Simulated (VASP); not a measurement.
Computed with PBEsol GGA, VASP's PBE PAW potentials (set 64) (plane waves; VASP 6.6.1).

Input for VASP

### KPOINTS
```
Automatic mesh
0
Gamma
9 9 9
0 0 0
```

POSCAR:
```
CuI
1.0
  0.0000000000   2.9729733267   2.9729733267
  2.9729733267   0.0000000000   2.9729733267
  2.9729733267   2.9729733267   0.0000000000
Cu I
1 1
Cartesian
  0.0000000000   0.0000000000   0.0000000000
  1.4864866634   1.4864866634   1.4864866634
```

### INCAR
```
ALGO  =  Normal
EDIFF  =  1E-7
ENCUT  =  520
GGA  =  PS
ISIF  =  2
ISMEAR  =  -5
LASPH  =  .TRUE.
LCHARG  =  .TRUE.
LMAXMIX  =  4
LORBIT  =  11
LREAL  =  .FALSE.
LWAVE  =  .FALSE.
NEDOS  =  601
NELM  =  100
PREC  =  Accurate
SYSTEM  =  CuI
```

POTCAR, in this order: Cu I (PBE.64 set). Program: vasp_std.

Question: What will the output report for the number of irreducible k-points (NKPTS), largest plane-wave count, number of space-group operations, FFT grid (NGX, NGY, NGZ)?

Answer: 
| Property | Result |
|---|---|
| number of irreducible k-points (NKPTS) | 35 |
| largest plane-wave count | 1430 |
| number of space-group operations | 24 |
| FFT grid (NGX, NGY, NGZ) | 32 × 32 × 32 |

The compound is CuI in the zinc blende structure. It was relaxed first, which changed the volume by -5 %.
